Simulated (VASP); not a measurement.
Y:

```
Y
1.0
     3.60000    0.00000    0.00000
    -1.80000    3.11769    0.00000
     0.00000    0.00000    5.62000
Y
2
Direct
  0.33333 0.66667 0.25000
  0.66667 0.33333 0.75000
```

The cell was built by a generator and needn't be a form met in nature.

```yaml
Program: VASP 6.6.1
Task: relaxation of cell and atoms
Functional: r2SCAN
Potentials_or_basis: VASP PAW PBE potentials, release 64 (Y_sv)
Cutoff: 600 eV
k_mesh: 14 × 14 × 8
Occupations: methfessel-paxton, width 0.1 eV
Spin: no spin polarisation
```

At the start: pressure 2.6 GPa; volume 31.54 Å³/atom.

Q: Where does the relaxation end?

A: Over 7 steps the energy falls by 15.8 meV/atom and the volume is 33.46 Å³/atom (+6.1 %); space group P6_3/mmc (No. 194, to 0.05 Å).

The path:
```tsv
step	energy change (eV)	largest force (eV/Å)	pressure (GPa)	volume (Å³)
1	0.0000	0.0000	2.60	63.08
2	-0.0298	0.0000	-0.57	67.86
3	-0.0315	0.0000	-0.02	66.95
4	-0.0315	0.0000	0.02	66.87
5	-0.0316	0.0000	0.03	66.85
6	-0.0316	0.0000	0.04	66.83
7	-0.0316	0.0000	-0.01	66.91
```

Final structure:
```
Y
1.0
     3.68341    0.00000    0.00000
    -1.84170    3.18992    0.00000
     0.00000    0.00000    5.69476
Y
2
Direct
  0.33333 0.66667 0.25000
  0.66667 0.33333 0.75000
```

Caveat: the PAW data sets were made with another functional, which shifts forces and pressure a little.
